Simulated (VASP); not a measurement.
Energy against volume of Al (fcc). Computed with vdW-DF2, VASP's PBE PAW potentials (set 64) (plane waves; VASP). Numerical set-up: 520 eV cut-off, 15×15×15 Γ-centred mesh, first-order Methfessel-Paxton smearing of 0.10 eV, potentials Al.

```tsv
V (Å³/atom)	E (eV/atom)
16.494	-1.70819
17.004	-1.71171
17.514	-1.70967
18.024	-1.70275
```

Problem. Fit these four points and predict the energy of the run at 15.984 Å³/atom.

Solution. A cubic in V^(−2/3), the third-order Birch-Murnaghan form, passes through the four points with V0 = 17.06 Å³/atom and B0 = 57 GPa, and gives -1.6983 eV/atom there. The run gave -1.6980 eV/atom, +0.3 meV/atom from the fit; all five points give B0 = 58 GPa.

The compound is Al in the fcc structure. It was relaxed first.
